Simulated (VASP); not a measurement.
```
Na2S
1.0
    0.00000     2.99313     2.99313
    2.99313     0.00000     2.99313
    2.99313     2.99313     0.00000
Na S
2 1
Direct
  0.25000   0.25000   0.25000
  0.75000   0.75000   0.75000
  0.00000   0.00000   0.00000
```

Calculation: LDA (Ceperley-Alder, Perdew-Zunger), VASP's LDA PAW potentials (set 64) (plane waves; VASP). Numerical set-up: 500 eV cut-off, 7×7×7 Γ-centred mesh, Gaussian smearing of 0.050 eV, potentials Na_pv S.

Question: What does the run give for the energy per atom (σ→0), pressure, band gap (on the k-mesh) with the smallest direct gap where there is one?

Answer: 
```json
{
  "band gap (on the k-mesh)": "3.23 eV",
  "smallest direct gap (on the k-mesh)": "3.23 eV",
  "energy per atom (σ→0)": "-3.537 eV/atom",
  "pressure": "9.95 GPa"
}
```

Total energies compare only between runs with the same potentials, cut-off and functional.

The compound is Na2S in the antifluorite structure. It was relaxed first under an external pressure of 10 GPa.
